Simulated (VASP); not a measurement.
OSZICAR of a VASP run on Cr (bcc, AFM order):

OSZICAR:
```
       N       E                     dE             d eps       ncg     rms          rms(c)
DAV:   1     0.229881083252E+03    0.22988E+03   -0.14396E+04  5384   0.183E+03
DAV:   2    -0.142410176072E+02   -0.24412E+03   -0.24249E+03  5656   0.497E+02
DAV:   3    -0.222711788211E+02   -0.80302E+01   -0.79490E+01  7032   0.103E+02
DAV:   4    -0.223755848895E+02   -0.10441E+00   -0.10430E+00  6448   0.120E+01
DAV:   5    -0.223779805304E+02   -0.23956E-02   -0.23956E-02  7504   0.143E+00    0.177E+01
DAV:   6    -0.190467221532E+02    0.33313E+01   -0.20720E+01  5760   0.541E+01    0.396E+00
DAV:   7    -0.190407694386E+02    0.59527E-02   -0.25717E-01  5808   0.718E+00    0.228E+00
DAV:   8    -0.190377617753E+02    0.30077E-02   -0.48046E-02  6960   0.169E+00    0.133E+00
DAV:   9    -0.190431814778E+02   -0.54197E-02   -0.16062E-01  6920   0.271E+00    0.628E-01
DAV:  10    -0.190449002536E+02   -0.17188E-02   -0.40764E-03  7000   0.564E-01    0.570E-01
DAV:  11    -0.190559375934E+02   -0.11037E-01   -0.60946E-01  7088   0.470E+00    0.509E-01
DAV:  12    -0.190564187083E+02   -0.48111E-03   -0.69785E-03  5392   0.882E-01    0.202E-01
DAV:  13    -0.190562736350E+02    0.14507E-03   -0.11071E-02  6720   0.586E-01    0.101E-01
DAV:  14    -0.190563922431E+02   -0.11861E-03   -0.30978E-03  7016   0.391E-01    0.474E-02
DAV:  15    -0.190564044869E+02   -0.12244E-04   -0.10934E-04  6968   0.966E-02    0.770E-03
DAV:  16    -0.190564045738E+02   -0.86859E-07   -0.42141E-06  6880   0.247E-02    0.587E-03
DAV:  17    -0.190564041783E+02    0.39550E-06   -0.46513E-07  5512   0.464E-03    0.440E-03
DAV:  18    -0.190564032121E+02    0.96614E-06   -0.15435E-07  3384   0.413E-03    0.210E-03
DAV:  19    -0.190564029512E+02    0.26093E-06   -0.26645E-08  2688   0.132E-03    0.705E-04
DAV:  20    -0.190564028185E+02    0.13271E-06   -0.16094E-07  3552   0.224E-03    0.187E-04
DAV:  21    -0.190564028212E+02   -0.26612E-08   -0.18760E-08  2688   0.128E-03
   1 F= -.20006361E+02 E0= -.20006509E+02  d E =0.445281E-03  mag=     0.0000
```

Problem. Which electronic solver shows in the log?

Solution. It is blocked Davidson (ALGO = Normal, or the opening steps of other solvers). The INCAR had ALGO = Normal.

Problem. How was spin treated?

Solution. Collinear spin (ISPIN = 2): the summary line carries one mag value, 0.00 μB in the cell.

Problem. Can the final energy be trusted as converged?

Solution. The calculation finished and met its thresholds. It stopped with EDIFF = 1E-7, NELM = 100 (PBE GGA with D3 dispersion (Becke-Johnson damping), plane waves, VASP's PBE PAW potentials (set 64)).

The compound is Cr in the bcc, AFM order structure. This cell is one point of a volume scan, at 1.06 of the reference volume.
